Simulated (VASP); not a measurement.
Here is the system:

```xyz
5
Lattice="2.0026 -3.4686 0.0000 2.0026 3.4686 0.0000 0.0000 0.0000 6.2129" Properties=species:S:1:pos:R:3 pbc="T T T"
La     2.0026     1.1562     1.5244
La     2.0026    -1.1562     4.6885
O      0.0000     0.0000     0.0000
O      2.0026     1.1562     4.0143
O      2.0026    -1.1562     2.1986
```

Computed with rev-vdW-DF2, VASP's PBE PAW potentials (set 64) (plane waves; VASP). Numerical set-up: 520 eV cut-off, 7×7×4 Γ-centred mesh, Gaussian smearing of 0.050 eV, potentials La O.

Problem. The ions and cell shape at fixed volume are relaxed. Give the cell that the relaxation ends in.

Solution. 
```xyz
5
Lattice="1.9870 -3.4415 0.0000 1.9870 3.4415 0.0000 0.0000 0.0000 6.3109" Properties=species:S:1:pos:R:3 pbc="T T T"
La     1.9870     1.1472     1.5752
La     1.9870    -1.1472     4.7356
O      0.0000     0.0000     6.3109
O      1.9870     1.1472     4.0653
O      1.9870    -1.1472     2.2455
```
Space group P-3m1 (164), at a tolerance of 0.03 Å.

Problem. How much energy does the relaxation gain?

Solution. The energy (σ→0) changes by -3.5 meV/atom, in 9 ionic steps.

| step | E(σ→0) (eV) | max force (eV/Å) | pressure (GPa) | volume (Å³) |
|---|---|---|---|---|
| 1 | -34.2438 | 0.409 | -6.95 | 86.31 |
| 2 | -34.2572 | 0.065 | -6.27 | 86.31 |
| 3 | -34.2578 | 0.097 | -6.11 | 86.31 |
| 4 | -34.2600 | 0.072 | -6.01 | 86.31 |
| 5 | -34.2610 | 0.042 | -5.90 | 86.31 |
| 6 | -34.2612 | 0.022 | -5.91 | 86.31 |
| 7 | -34.2614 | 0.012 | -5.92 | 86.31 |
| 8 | -34.2614 | 0.012 | -5.92 | 86.31 |
| 9 | -34.2614 | 0.008 | -5.89 | 86.31 |

The compound is La2O3 in the a-type structure. This cell is one point of a volume scan, at 1.06 of the reference volume. Symmetry was kept, so distortions that lower it aren't found.
